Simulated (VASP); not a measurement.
Set up this calculation in VASP 6.6.1, as the native input.

```yaml
Task: density of states
Functional: PBE
Potentials_or_basis: VASP PAW PBE potentials, release 64 (Be, Se, S)
Cutoff: 520 eV
k_mesh: 6 × 6 × 4
Occupations: gaussian, width 0.03 eV
Spin: no spin polarisation
k_mesh_for_the_DOS: 9 × 9 × 6
Occupations_for_the_DOS: tetrahedron
Further_INCAR_settings: ALGO = Fast; EDIFF = 1e-07; NBANDS = 36
```

Be3Se2S:

```
Be Se S
1.0
     5.37291   -3.10125    0.00000
     5.37291    3.10125    0.00000
     0.00000    0.00000    5.90234
Be Se S
6 4 2
Cartesian
  3.6563 -1.0803 3.6188
  7.0895 -1.0803 3.6188
  5.3729 2.1472 3.7252
  3.6563 1.0803 0.6676
  7.0895 1.0803 0.6676
  5.3729 -2.1472 0.7740
  3.6013 -1.0426 5.8603
  7.1446 1.0426 2.9092
  7.1446 -1.0426 5.8603
  3.6013 1.0426 2.9092
  5.3729 -2.0954 2.9164
  5.3729 2.0954 5.8676
```

The cell was built by a generator and needn't be a form met in nature.

The input as run:

POSCAR

```
Be3Se2S
1.0
    5.3729100000     -3.1012500000      0.0000000000
    5.3729100000      3.1012500000      0.0000000000
    0.0000000000      0.0000000000      5.9023400000
Be Se S
6 4 2
Direct
    0.5144170000      0.1660840000      0.6131090000
    0.8339160000      0.4855830000      0.6131090000
    0.1538120000      0.8461880000      0.6311330000
    0.1660840000      0.5144170000      0.1131090000
    0.4855830000      0.8339160000      0.1131090000
    0.8461880000      0.1538120000      0.1311330000
    0.5032270000      0.1670340000      0.9928820000
    0.4967730000      0.8329660000      0.4928820000
    0.8329660000      0.4967730000      0.9928820000
    0.1670340000      0.5032270000      0.4928820000
    0.8378300000      0.1621700000      0.4941070000
    0.1621700000      0.8378300000      0.9941070000
```

INCAR.step1

```
ALGO     = Fast           # electronic algorithm
EDIFF    = 1E-7           # SCF threshold, eV
ENCUT    = 520            # plane-wave cutoff, eV
GGA      = PE             # functional
ISIF     = 2              # what is computed and relaxed
ISMEAR   = 0              # smearing method
KPAR     = 4            
LASPH    = True           # aspherical terms in the spheres
LCHARG   = True           # write CHGCAR
LREAL    = False          # projectors in reciprocal space
LWAVE    = False          # write WAVECAR
NBANDS   = 36             # bands
NELM     = 100            # most SCF steps
PREC     = Accurate       # precision mode
SIGMA    = 0.03           # smearing width, eV
```

KPOINTS.step1

```
k-points
0
Gamma
  6 6 4
```

INCAR.step2

```
ALGO     = Fast           # electronic algorithm
EDIFF    = 1E-7           # SCF threshold, eV
ENCUT    = 520            # plane-wave cutoff, eV
GGA      = PE             # functional
ICHARG   = 11             # starting density
ISIF     = 2              # what is computed and relaxed
ISMEAR   = -5             # smearing method
KPAR     = 4            
LASPH    = True           # aspherical terms in the spheres
LCHARG   = False          # write CHGCAR
LORBIT   = 10             # projections on sites
LREAL    = False          # projectors in reciprocal space
LWAVE    = False          # write WAVECAR
NBANDS   = 36             # bands
NEDOS    = 1001           # points of the DOS
NELM     = 100            # most SCF steps
PREC     = Accurate       # precision mode
SIGMA    = 0.03           # smearing width, eV
```

KPOINTS.step2

```
k-points
0
Gamma
  9 9 6
```

Potentials or basis: VASP PAW PBE potentials, release 64 (Be, Se, S).

Launch:

```bash
$ cat potpaw_PBE.64/Be/POTCAR potpaw_PBE.64/Se/POTCAR potpaw_PBE.64/S/POTCAR > POTCAR
$ cp INCAR.step1 INCAR
$ cp KPOINTS.step1 KPOINTS
$ mpirun -np 4 vasp_std > vasp.out
$ cp INCAR.step2 INCAR
$ cp KPOINTS.step2 KPOINTS
$ mpirun -np 4 vasp_std > vasp.out
```

Results of the run:

- Valence electrons inside the program's atomic spheres: Be 0.98, 0.97; Se 3.98; S 3.81

It took 4 min on 4 MPI ranks on Intel(R) Xeon(R) Platinum 8259CL CPU @ 2.50GHz (Skylake/Cascade Lake), with other jobs on the host, peak memory 0.69 GiB a rank.
